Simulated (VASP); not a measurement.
Input:

```
CELL_PARAMETERS angstrom
      0.00000     2.55859     2.55859
      2.55859     0.00000     2.55859
      2.55859     2.55859     0.00000
ATOMIC_POSITIONS crystal
  Zr 0.00000 0.00000 0.00000
  O  0.25000 0.25000 0.25000
  O  0.75000 0.75000 0.75000
```

Level of theory: PW91 GGA, VASP's PBE PAW potentials (set 64) (plane waves; VASP). Numerical set-up: 520 eV cut-off, Gaussian smearing of 0.050 eV, potentials Zr_sv O.

Question: Give the energies of bands 7 to 15 at the high-symmetry points, in eV from the valence-band maximum.

Answer: 
```tsv
band	Γ	X	U	L	W
7	-5.13	-5.82	-5.22	-4.13	-4.67
8	-5.13	-3.11	-3.56	-4.13	-4.58
9	-5.13	-3.11	-3.03	-2.49	-2.34
10	-0.52	-1.48	-2.17	-2.44	-2.34
11	-0.52	-1.48	-1.20	-1.62	-1.35
12	-0.52	0.00	-0.33	-1.62	-0.20
13	3.31	3.74	3.96	3.92	4.37
14	3.31	4.64	4.65	3.92	4.50
15	6.48	5.70	6.03	5.95	6.16
```

The gap is indirect, 3.30 eV, from the valence maximum at X to the conduction minimum at Γ.

The compound is ZrO2 in the fluorite structure, the high-temperature cubic form, which is unstable at 0 K; the monoclinic form is the stable one. It was relaxed first.
